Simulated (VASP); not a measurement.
**GaN: band gap against strain**

GaN (wurtzite, P6_3mc, 11.430 Å³/atom and stress up to 0.25 GPa in the relaxed cell, c along z) under a strain ε along c (axis z), the other axes held. r2SCAN in VASP (plane waves, PAW), 600 eV, 12×12×6 Γ-centred mesh, Gaussian smearing 0.05 eV; ions are relaxed, or left where forces stay under 0.02 eV/Å, within the symmetry of each cell. Gaps are the smallest on the run's k-mesh, which can miss an edge that lies off it, without spin-orbit coupling; in all rows the valence edge lies at Γ and the conduction edge at Γ.

Here s stands for strain and Eg for gap.

| strain (%) | gap (eV) |
|---|---|
| 0.00 | 2.309 |
| 0.50 | 2.257 |
| 1.00 | 2.204 |
| 1.50 | 2.150 |
| 3.00 | ? |

Problem. Using a straight line, estimate the missing Eg at s = 3.00 from the other rows, showing the fit.

Solution. Means: s 0.75000, Eg 2.2300. About the means, the sum of products is -0.13250 and the sum of squares of s is 1.2500; the slope is their ratio. Least squares gives Eg = 2.3095 - 0.10600·s. Residuals (row less fit): -0.0005, 0.0005, 0.0005, -0.0005; standard error 0.0007 (degrees of freedom: 2). Over these rows the gap moves by -10.60 ± 0.06 eV per unit strain. At the withheld row, Eg = 2.3095 - 0.10600 × 3.0 = 1.9915 eV. The calculation gives 1.983 eV, 0.0085 eV below the prediction (2.6 % of the range of Eg in the table). The row lies outside the fitted rows, so this is an extrapolation. From the scatter of the fitted rows alone, a prediction at this place has a standard error of 0.0016 eV, so the miss is 5.3 times that.

A polynomial of degree 2 through the 6 other runs of the series gives 1.982 there, so most of the miss is curvature that the fit leaves out. Rows are the converged runs of the series near zero and its far end, less any whose ions stayed unrelaxed beside relaxed ones; series whose fitted rows scatter by over a few per cent of the range, as at a crossing or softening among them, aren't shown in this form. Most that stay on the fit to the last digits aren't either.
